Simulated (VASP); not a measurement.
The input files of a VASP run:

**INCAR**
```
! general
SYSTEM  = SrO
PREC    = Accurate
ENCUT   = 520
LREAL   = .FALSE.   ! projection in real space or not
LASPH   = .TRUE.

! electronic loop
EDIFF   = 1E-6
NELM    = 100   ! most electronic steps
ALGO    = Normal   ! blocked Davidson
LMAXMIX = 4

! smearing
ISMEAR  = 0   ! Gaussian
SIGMA   = 0.05   ! width (eV)

! functional
GGA     = PE   ! PBE

! ions
IBRION  = 2   ! conjugate gradients
NSW     = 60   ! most ionic steps
ISIF    = 3   ! ions, shape and volume
EDIFFG  = -0.01   ! ionic stop

! output
LWAVE   = .FALSE.
LCHARG  = .FALSE.
```

KPOINTS:
```
Automatic mesh
0
Gamma
7 7 7
0 0 0
```

**POSCAR**
```
SrO
1
    0.0000000000     2.8188000000     2.8188000000
    2.8188000000     0.0000000000     2.8188000000
    2.8188000000     2.8188000000     0.0000000000
Sr O
1 1
Direct
  0.0000000000   0.0000000000   0.0000000000
  0.5000000000   0.5000000000   0.5000000000
```

POTCAR, in this order: Sr_sv O (PBE.64 set). Program: vasp_std.

Task: Translate this PBE calculation to Quantum ESPRESSO's pw.x.

Result: One equivalent input (not run):
```
&CONTROL
  calculation = 'vc-relax'
  pseudo_dir = './pseudo'
  outdir = './out'
  tprnfor = .true.
  tstress = .true.
  nstep = 60
  forc_conv_thr = 0.00039
/
&SYSTEM
  ibrav = 0
  nat = 2
  ntyp = 2
  ecutwfc = 84
  occupations = 'smearing'
  smearing = 'gaussian'
  degauss = 0.003675
  input_dft = 'pbe'
/
&ELECTRONS
  conv_thr = 7.3e-08
  electron_maxstep = 100
/
&IONS
/
&CELL
/
ATOMIC_SPECIES
  Sr 87.620 Sr.upf
  O 15.999 O.upf
CELL_PARAMETERS angstrom
     0.0000000    2.8188000    2.8188000
     2.8188000    0.0000000    2.8188000
     2.8188000    2.8188000    0.0000000
ATOMIC_POSITIONS crystal
  Sr   0.0000000  0.0000000  0.0000000
  O    0.5000000  0.5000000  0.5000000
K_POINTS automatic
  7 7 7 0 0 0
```
The two are equivalent in intent, not identical: the potentials are each code's own (VASP's PAW set, PseudoDojo norm-conserving files in pw.x), so ENCUT and ecutwfc are chosen apart and not converted; conv_thr bounds pw.x's estimated SCF error, while EDIFF bounds the energy change between steps; forc_conv_thr acts on force components and is met together with etot_conv_thr.

The structure was generated: SrO was put into the rock salt type (Fm-3m), which need not be its known phase. This run relaxes it. Symmetry was kept, so distortions that lower it aren't found.
